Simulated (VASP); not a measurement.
Here is the system:

```
LiCl
1.0
    0.00000     2.53160     2.53160
    2.53160     0.00000     2.53160
    2.53160     2.53160     0.00000
Li Cl
1 1
Direct
  0.00000   0.00000   0.00000
  0.50000   0.50000   0.50000
```

Level of theory: r2SCAN+rVV10, VASP's PBE PAW potentials (set 64) (plane waves; VASP). Run with 520 eV cut-off, 9×9×9 Γ-centred mesh, Gaussian smearing of 0.050 eV, potentials Li_sv Cl.

Task: Give the energy at these volumes per atom, relative to the lowest: 15.22, 15.71, 16.20, 16.68, 17.17 Å³.

Result: 8.4, 2.0, 0.0, 1.3, 6.0 meV/atom. A third-order Birch-Murnaghan fit gives B0 = 39.4 GPa and B0′ = 4.3.

The compound is LiCl in the rock salt structure. It was relaxed first.
